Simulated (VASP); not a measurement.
```xyz
4
Lattice="4.1064 0.0000 0.0000 0.0000 4.1064 0.0000 0.0000 0.0000 4.1064" Properties=species:S:1:pos:R:3 pbc="T T T"
Sc     0.0000     0.0000     0.0000
Al     0.0000     2.0532     2.0532
Al     2.0532     0.0000     2.0532
Al     2.0532     2.0532     0.0000
```

These are PBE GGA, VASP's PBE PAW potentials (set 64) (plane waves; VASP) values and carry that method's errors. Settings: 480 eV cut-off, 8×8×8 Γ-centred mesh, first-order Methfessel-Paxton smearing of 0.10 eV, potentials Sc_sv Al.

Energy and stress use the plane-wave basis of the starting cell.

Problem. The ions, cell shape and volume at an external pressure of 5.0 GPa are relaxed. Give the cell that the relaxation ends in.

Solution. 
```xyz
4
Lattice="4.0356 0.0000 0.0000 0.0000 4.0356 0.0000 0.0000 0.0000 4.0356" Properties=species:S:1:pos:R:3 pbc="T T T"
Sc     0.0000     0.0000     0.0000
Al     0.0000     2.0178     2.0178
Al     2.0178     0.0000     2.0178
Al     2.0178     2.0178     0.0000
```
Space group Pm-3m (221), at a tolerance of 0.03 Å.

Problem. How do energy and volume change from the first to the last step?

Solution. The energy (σ→0) changes by +13.0 meV/atom and the volume by -5.1 %, in 3 ionic steps.

The compound is Al3Sc in the L1_2 structure. This run relaxes it under an external pressure of 5 GPa. Symmetry was kept, so distortions that lower it aren't found.
